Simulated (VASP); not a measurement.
Given:

```yaml
crystal:
  lattice:
    - [4.88197, 0.00000, 0.00000]
    - [0.00000, 9.97797, 0.00000]
    - [0.00000, 0.00000, 13.63500]
  atoms:
    - { symbol: I, position: [0.84600, 0.88300, 0.63330] }
    - { symbol: I, position: [0.65400, 0.38300, 0.63330] }
    - { symbol: I, position: [0.34600, 0.61700, 0.63330] }
    - { symbol: I, position: [0.15400, 0.11700, 0.63330] }
    - { symbol: I, position: [0.34600, 0.88300, 0.36670] }
    - { symbol: I, position: [0.15400, 0.38300, 0.36670] }
    - { symbol: I, position: [0.84600, 0.61700, 0.36670] }
    - { symbol: I, position: [0.65400, 0.11700, 0.36670] }
```

Level of theory: PBE GGA, VASP's PBE PAW potentials (set 64) (plane waves; VASP). Run with 300 eV cut-off, 7×4×1 Γ-centred mesh, Gaussian smearing of 0.27 eV, potentials I.

The cell holds a wide vacuum, so values per volume refer to the whole cell.

Problem. Which forces act on the atoms, in eV/Å?

Solution. 
| atom | Fx | Fy | Fz |
|---|---|---|---|
| I1 | 0.053 | -0.134 | 0.086 |
| I2 | -0.053 | -0.134 | 0.086 |
| I3 | 0.053 | 0.134 | 0.086 |
| I4 | -0.053 | 0.134 | 0.086 |
| I5 | 0.053 | -0.134 | -0.086 |
| I6 | -0.053 | -0.134 | -0.086 |
| I7 | 0.053 | 0.134 | -0.086 |
| I8 | -0.053 | 0.134 | -0.086 |

Problem. Give the stress tensor in GPa (positive for a compressed cell).

Solution. 
```
-0.40   0.00   0.00
 0.00  -0.62   0.00
 0.00   0.00   0.30
```
The pressure is its mean diagonal, -0.24 GPa.

The cell is a sheet with vacuum, built from a generated structure.
